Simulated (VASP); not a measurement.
**ZrB2: how cutoff and mesh change the relaxed cell**

Aim: test the relaxed volume of ZrB2 against cutoff and mesh. The starting structure is a measured crystal structure from the Crystallography Open Database.

Method: Kohn-Sham DFT with plane waves and PAW; PBEsol, in VASP 6.6.1.

## 1. The structure

It takes space group P6/mmm (No. 191, hexagonal). Conventional cell: a = 3.170 Å, b = 3.170 Å, c = 3.533 Å, α = 90.00°, β = 90.00°, γ = 120.00°. Nearest to Zr lie 12 B at 2.54 Å. Nearest to B lie 3 B at 1.83 Å and 6 Zr at 2.54 Å. Farther neighbours are not listed.

Structure file:

```cif
data_structure
_symmetry_space_group_name_H-M 'P 1'
_symmetry_Int_Tables_number 1
_cell_length_a 3.1700
_cell_length_b 3.1700
_cell_length_c 3.5330
_cell_angle_alpha 90.000
_cell_angle_beta 90.000
_cell_angle_gamma 120.000
_cell_volume 30.75
loop_
_atom_site_label
_atom_site_type_symbol
_atom_site_fract_x
_atom_site_fract_y
_atom_site_fract_z
_atom_site_occupancy
Zr1 Zr 0.00000 0.00000 0.00000 1
B2 B 0.66667 0.33333 0.50000 1
B3 B 0.33333 0.66667 0.50000 1
```

## 2. Reference relaxation

File INCAR:

```
SYSTEM = ZrB2
PREC = Accurate
ENCUT = 450
EDIFF = 1E-06
NELM = 100
ISMEAR = 1
SIGMA = 0.1
LREAL = .FALSE.
ALGO = Normal
GGA = PS
NBANDS = 15
LORBIT = 11
LWAVE = .FALSE.
LCHARG = .FALSE.
KPAR = 2
IBRION = 2
NSW = 50
ISIF = 3
EDIFFG = -0.01
```

File POSCAR:

```
ZrB2
1.0
    3.1700000000      0.0000000000      0.0000000000
   -1.5850000000      2.7453005300      0.0000000000
    0.0000000000      0.0000000000      3.5330000000
Zr B
1 2
Direct
    0.0000000000      0.0000000000      0.0000000000
    0.6666666667      0.3333333333      0.5000000000
    0.3333333333      0.6666666667      0.5000000000
```

File KPOINTS:

```
Automatic mesh
0
Gamma
10 10 8
0 0 0
```

PAW data sets: Zr_sv and B (PBE family, release 64).

Run with:

```console
mpirun -np 2 vasp_std
```

Output:

```text
[banner, memory and clock lines left out]
running    2 mpi-ranks, on    1 nodes
 distrk:  each k-point on    1 cores,    2 groups
 distr:  one band on    1 cores,    1 groups

 POSCAR found type information on POSCAR ZrB
 POSCAR found :  2 types and       3 ions
|                                                                             |
|               ----> ADVICE to this user running VASP <----                  |
|                                                                             |
|     You enforced a specific xc type in the INCAR file but a different       |
|     [... a line on the potential file left out ...]
|     I HOPE YOU KNOW WHAT YOU ARE DOING!                                     |
|                                                                             |

 LDA part: xc-table for (Slater+PW92), standard interpolation
 POSCAR, INCAR and KPOINTS ok, starting setup
 FFT: planning ... GRIDC
 FFT: planning ... GRID_SOFT
 FFT: planning ... GRID
 WAVECAR not read
 entering main loop
       N       E                     dE             d eps       ncg     rms          rms(c)
DAV:   1     0.904756816853E+02    0.90476E+02   -0.90992E+03  2100   0.108E+03
DAV:   2    -0.251774122662E+02   -0.11565E+03   -0.11144E+03  2646   0.285E+02
DAV:   3    -0.288856123146E+02   -0.37082E+01   -0.36913E+01  3385   0.441E+01
DAV:   4    -0.289429039688E+02   -0.57292E-01   -0.57263E-01  2388   0.507E+00
DAV:   5    -0.289443743684E+02   -0.14704E-02   -0.14704E-02  3254   0.557E-01    0.222E+01
DAV:   6    -0.264423929959E+02    0.25020E+01   -0.59109E+00  2614   0.167E+01    0.913E+00
DAV:   7    -0.263962862866E+02    0.46107E-01   -0.67949E-01  3103   0.522E+00    0.324E+00
DAV:   8    -0.263958947255E+02    0.39156E-03   -0.93720E-02  2538   0.258E+00    0.498E-01
DAV:   9    -0.263924876249E+02    0.34071E-02   -0.18304E-02  2669   0.103E+00    0.185E-01
DAV:  10    -0.263922481285E+02    0.23950E-03   -0.12015E-03  2501   0.327E-01    0.396E-02
DAV:  11    -0.263922521419E+02   -0.40135E-05   -0.61966E-05  2985   0.729E-02    0.104E-02
DAV:  12    -0.263922506078E+02    0.15341E-05   -0.24619E-06  2268   0.114E-02    0.481E-03
DAV:  13    -0.263922504306E+02    0.17727E-06   -0.47997E-07  1246   0.595E-03
   1 F= -.26392250E+02 E0= -.26392166E+02  d E =-.263923E+02
[...]
2 F= -.26388924E+02 E0= -.26388833E+02  d E =0.332609E-02
[...]
3 F= -.26397602E+02 E0= -.26397514E+02  d E =-.535139E-02
[...]
4 F= -.26397600E+02 E0= -.26397512E+02  d E =-.534944E-02
 curvature:  -0.21 expect dE=-0.103E-04 dE for cont linesearch -0.741E-06
 ZBRENT: accuracy reached
 trial: gam= 0.01405 g(F)=  0.335E-50 g(S)=  0.482E-04 ort =-0.288E-03 (trialstep = 0.890E+00)
 search vector abs. value=  0.449E-04
 bond charge predicted
       N       E                     dE             d eps       ncg     rms          rms(c)
DAV:   1    -0.263976600922E+02   -0.60611E-04   -0.27677E-03  2212   0.464E-01    0.401E-02
DAV:   2    -0.263976303997E+02    0.29693E-04   -0.53621E-05  2422   0.594E-02    0.209E-02
DAV:   3    -0.263976197189E+02    0.10681E-04   -0.26140E-05  2639   0.411E-02    0.343E-03
DAV:   4    -0.263976198092E+02   -0.90357E-07   -0.52625E-07  1477   0.609E-03
   5 F= -.26397620E+02 E0= -.26397533E+02  d E =-.199369E-04
 trial-energy change:   -0.000020  1 .order   -0.000020   -0.000039   -0.000001
 step:   0.9193(harm=  0.9193)  dis= 0.00000  next Energy=   -26.397620 (dE=-0.203E-04)
 reached required accuracy - stopping structural energy minimisation
```

It took 24 s on 2 MPI ranks of AMD EPYC 9R14 (Zen 4), shared host; peak memory 0.25 GiB; 46 s of CPU time.

Lines that name or quote the potential files are left out of all logs, and their timing lines are given in words.

OUTCAR, selected parts (step 2):

```text
ion  position               nearest neighbor table
   1  0.000  0.000  0.000-   2 2.54   3 2.54   2 2.54   3 2.54   2 2.54   2 2.54   3 2.54   3 2.54
                             2 2.54   2 2.54   3 2.54   3 2.54
   2  0.667  0.333  0.500-   3 1.83   3 1.83   3 1.83   1 2.54   1 2.54   1 2.54   1 2.54   1 2.54
                             1 2.54
   3  0.333  0.667  0.500-   2 1.83   2 1.83   2 1.83   1 2.54   1 2.54   1 2.54   1 2.54   1 2.54
                             1 2.54

  LATTYP: Found a hexagonal cell.
 ALAT       =     3.1700000000
 C/A-ratio  =     1.1145110410

 Subroutine GETGRP returns: Found 24 space group operations
 (whereof 24 operations were pure point group operations)

The static configuration has the point symmetry D_6h.

 Found     70 irreducible k-points:

   k-points           NKPTS =     70   k-points in BZ     NKDIM =     70   number of bands    NBANDS=     15

   dimension x,y,z NGX =    24 NGY =   24 NGZ =   24
   dimension x,y,z NGXF=    48 NGYF=   48 NGZF=   48

   ENCUT  =  450.0 eV  33.07 Ry    5.75 a.u.   5.48  5.48  6.11*2*pi/ulx,y,z

   NELECT =      18.0000    total number of electrons

 k-points in reciprocal lattice and weights: Automatic mesh
   0.00000000  0.00000000  0.00000000       0.001
   0.10000000 -0.00000000  0.00000000       0.007
   0.20000000 -0.00000000  0.00000000       0.007
   0.30000000  0.00000000  0.00000000       0.007
   0.40000000  0.00000000  0.00000000       0.007
   0.50000000  0.00000000  0.00000000       0.004
   0.10000000  0.10000000  0.00000000       0.007
   0.20000000  0.10000000  0.00000000       0.015
   0.30000000  0.10000000  0.00000000       0.015
[...]
0.40000000  0.20000000  0.50000000       0.007
   0.30000000  0.30000000  0.50000000       0.007

 average (electrostatic) potential at core
       1 -72.3547       2 -21.9116       3 -21.9116

 E-fermi :  10.4687

 k-point     1 :       0.0000    0.0000    0.0000
  band No.  band energies     occupation
    ...
      5      -2.1667      2.00000
      6       7.9404      2.00000
      7       7.9404      2.00000
      8       7.9433      2.00000
      9       8.2927      2.00000
     10      14.0612      0.00000
     11      14.0612      0.00000
     12      14.8797      0.00000
     13      14.8797      0.00000
     14      15.5997      0.00000
    ...

 k-point     2 :       0.1000   -0.0000    0.0000
  band No.  band energies     occupation
    ...
      5      -1.9635      2.00000
      6       7.3747      2.00000
      7       7.9489      2.00000
      8       8.0646      2.00000
      9       8.1345      2.00000
     10      13.8190      0.00000
     11      13.9339      0.00000
     12      14.2381      0.00000
     13      14.3744      0.00000
     14      16.4354      0.00000
    ...

 k-point     3 :       0.2000   -0.0000    0.0000
  band No.  band energies     occupation
    ...
      5      -1.3883      2.00000
      6       6.1236      2.00000
      7       7.5705      2.00000
      8       7.9124      2.00000
      9       8.4866      2.00000
     10      12.8466      0.00000
     11      13.6245      0.00000
     12      13.9857      0.00000
     13      14.6013      0.00000
     14      16.9661      0.00000
    ...

  Total        0.0136766      0.0136766      0.0104914      0.0000000     -0.0000000     -0.0000000
  in kB        0.7237568      0.7237568      0.5551998      0.0000000     -0.0000000     -0.0000000
  external PRESSURE =       0.6675711 kB  Pullay stress =       0.0000000 kB

  energy-cutoff  :      450.00
  volume of cell :       30.28
      direct lattice vectors                 reciprocal lattice vectors
     3.154753843 -0.000000000 -0.000000000     0.316981942  0.183009610  0.000000000
    -1.577376921  2.732096970  0.000000000    -0.000000000  0.366019219 -0.000000000
    -0.000000000  0.000000000  3.512645470     0.000000000 -0.000000000  0.284685719

 POSITION                                       TOTAL-FORCE (eV/Angst)
 -----------------------------------------------------------------------------------
      0.00000      0.00000     -0.00000        -0.000000      0.000000      0.000000
      1.57738      0.91070      1.75632         0.000000     -0.000000      0.000000
     -0.00000      1.82140      1.75632        -0.000000      0.000000     -0.000000
 -----------------------------------------------------------------------------------
    total drift:                               -0.000000      0.000000      0.000000

  FREE ENERGIE OF THE ION-ELECTRON SYSTEM (eV)
  ---------------------------------------------------
  free  energy   TOTEN  =       -26.3976198092 eV

  energy  without entropy=      -26.3973586265  energy(sigma->0) =      -26.39753275

 reached required accuracy - stopping structural energy minimisation

 total charge
# of ion       s       p       d       tot
------------------------------------------
    1        2.174   6.032   1.802  10.007
    2        0.665   1.248   0.000   1.913
    3        0.665   1.248   0.000   1.913
--------------------------------------------------
tot          3.503   8.529   1.802  13.834

[... 3 further parts left out ...]
```

The PAW data sets were made with PBE, which is usual practice but a small mismatch for other functionals. The run keeps the 24 symmetry operations of its start, so it cannot find a distortion of lower symmetry.

The reference relaxation ends at 10.092 Å³ an atom.

## 3. Relaxation with a cutoff of 320 eV

Against step 2 the input has ENCUT = 320.

INCAR: that of step 2 with these lines changed.

```diff
@@ -2,3 +2,3 @@
 PREC = Accurate
-ENCUT = 450
+ENCUT = 320
 EDIFF = 1E-06
```

POSCAR is that of step 2.

KPOINTS is that of step 2.

Run with:

```console
mpirun -np 2 vasp_std
```

Output:

```text
[banner, memory and clock lines left out]
running    2 mpi-ranks, on    1 nodes
[...]
[... a notice as in an earlier step ...]

 LDA part: xc-table for (Slater+PW92), standard interpolation
 POSCAR, INCAR and KPOINTS ok, starting setup
[...]
entering main loop
       N       E                     dE             d eps       ncg     rms          rms(c)
DAV:   1     0.670764201405E+02    0.67076E+02   -0.72990E+03  2108   0.830E+02
DAV:   2    -0.262399262242E+02   -0.93316E+02   -0.90660E+02  2688   0.242E+02
DAV:   3    -0.288895875872E+02   -0.26497E+01   -0.26376E+01  3219   0.350E+01
DAV:   4    -0.289292185115E+02   -0.39631E-01   -0.39629E-01  2407   0.427E+00
[...]
DAV:  11    -0.263799783296E+02   -0.14093E-06   -0.53950E-05  3028   0.624E-02    0.908E-03
DAV:  12    -0.263799766789E+02    0.16506E-05   -0.20825E-06  2249   0.109E-02    0.476E-03
DAV:  13    -0.263799757936E+02    0.88534E-06   -0.43127E-07  1197   0.518E-03
   1 F= -.26379976E+02 E0= -.26379893E+02  d E =-.263800E+02
[... from here on, the cycles between the ionic steps are left out ...]
   2 F= -.26372692E+02 E0= -.26372600E+02  d E =0.728426E-02
   3 F= -.26389481E+02 E0= -.26389395E+02  d E =-.950523E-02
   4 F= -.26389479E+02 E0= -.26389392E+02  d E =-.950281E-02
   5 F= -.26389505E+02 E0= -.26389419E+02  d E =-.262327E-04
 trial-energy change:   -0.000026  1 .order   -0.000027   -0.000053   -0.000000
 step:   0.8951(harm=  0.8951)  dis= 0.00000  next Energy=   -26.389505 (dE=-0.266E-04)
 reached required accuracy - stopping structural energy minimisation
```

Wall time 15 s (2 MPI ranks); peak memory 0.22 GiB.

From OUTCAR (step 3):

```text
  Total        0.0156605      0.0156605      0.0135671      0.0000000      0.0000000      0.0000000
  in kB        0.8327932      0.8327932      0.7214670      0.0000000      0.0000000      0.0000000
  external PRESSURE =       0.7956845 kB  Pullay stress =       0.0000000 kB

 POSITION                                       TOTAL-FORCE (eV/Angst)
 -----------------------------------------------------------------------------------
     -1.57482      2.72766      3.50695         0.000000     -0.000000      0.000000
      1.57482      0.90922      1.75347         0.000000      0.000000      0.000000
     -0.00000      1.81844      1.75347        -0.000000      0.000000      0.000000
 -----------------------------------------------------------------------------------
    total drift:                               -0.000000      0.000000      0.000000

  FREE ENERGIE OF THE ION-ELECTRON SYSTEM (eV)
  ---------------------------------------------------
  free  energy   TOTEN  =       -26.3895048392 eV

  energy  without entropy=      -26.3892481575  energy(sigma->0) =      -26.38941928

[... 2 parts as in an earlier step ...]

[... 2 further parts left out ...]
[key lines of the parts left out:]
E-fermi :  10.5266
```

With a cutoff of 320 eV the cell ends at 10.043 Å³ an atom, -0.49 % from the reference.

## 4. Relaxation with a 6×6×4 mesh

Against step 2 the input has a 6×6×4 mesh.

INCAR: that of step 3 with these lines changed.

```diff
@@ -2,3 +2,3 @@
 PREC = Accurate
-ENCUT = 320
+ENCUT = 450
 EDIFF = 1E-06
```

POSCAR is that of step 3.

File KPOINTS:

```
Automatic mesh
0
Gamma
6 6 4
0 0 0
```

Run with:

```console
mpirun -np 2 vasp_std
```

Output:

```text
[... set-up lines as in an earlier step ...]
 entering main loop
       N       E                     dE             d eps       ncg     rms          rms(c)
DAV:   1     0.944111963672E+02    0.94411E+02   -0.90445E+03   630   0.107E+03
DAV:   2    -0.248170510250E+02   -0.11923E+03   -0.11403E+03   784   0.281E+02
DAV:   3    -0.288340140583E+02   -0.40170E+01   -0.39992E+01   998   0.461E+01
DAV:   4    -0.289102063635E+02   -0.76192E-01   -0.76177E-01   724   0.594E+00
[...]
DAV:  11    -0.263472394320E+02   -0.53204E-05   -0.31468E-05   873   0.520E-02    0.930E-03
DAV:  12    -0.263472383474E+02    0.10846E-05   -0.87484E-07   485   0.857E-03    0.339E-03
DAV:  13    -0.263472382205E+02    0.12694E-06   -0.12457E-07   364   0.339E-03
   1 F= -.26347238E+02 E0= -.26346666E+02  d E =-.263472E+02
[...]
2 F= -.26346628E+02 E0= -.26346054E+02  d E =0.610675E-03
[...]
3 F= -.26353446E+02 E0= -.26352873E+02  d E =-.620751E-02
[...]
4 F= -.26354045E+02 E0= -.26353472E+02  d E =-.599175E-03
 trial-energy change:   -0.000599  1 .order   -0.000589   -0.001249    0.000071
 step:   0.8519(harm=  0.8499)  dis= 0.00000  next Energy=   -26.354047 (dE=-0.601E-03)
 reached required accuracy - stopping structural energy minimisation
```

The job ended after 8.6 s (2 MPI ranks; peak memory 0.22 GiB).

From OUTCAR (step 4):

```text
  Total       -0.0106855     -0.0106855      0.0081921      0.0000000     -0.0000000     -0.0000000
  in kB       -0.5651793     -0.5651793      0.4332959      0.0000000     -0.0000000     -0.0000000
  external PRESSURE =      -0.2323542 kB  Pullay stress =       0.0000000 kB

 POSITION                                       TOTAL-FORCE (eV/Angst)
 -----------------------------------------------------------------------------------
     -1.58225      2.74053      3.49286        -0.000000     -0.000000      0.000000
      1.58225      0.91351      1.74643        -0.000000      0.000000     -0.000000
     -0.00000      1.82702      1.74643         0.000000      0.000000      0.000000
 -----------------------------------------------------------------------------------
    total drift:                               -0.000000      0.000000      0.000000

  FREE ENERGIE OF THE ION-ELECTRON SYSTEM (eV)
  ---------------------------------------------------
  free  energy   TOTEN  =       -26.3540449045 eV

  energy  without entropy=      -26.3523257552  energy(sigma->0) =      -26.35347185

[... 1 part as in an earlier step ...]

[... 3 further parts left out ...]
[key lines of the parts left out:]
E-fermi :  10.3032
```

With a 6×6×4 mesh the cell ends at 10.097 Å³ an atom, +0.05 % from the reference, a by +0.3 % and c by -0.6 %.

(Continued in part 2 of 2.)

[Lines on the potential files, build, host, timing and source positions are cut from VASP's logs without a mark.]

[Logs are printed without paths, hosts, clocks, repeated set-up lines and the standing remarks that a program may print on its own settings, such as how far it seeks lower states.]

[Hosts, paths, dates, database ids (printed as entryN), source tags and the programs' standing remarks are cut or masked in the printed files.]
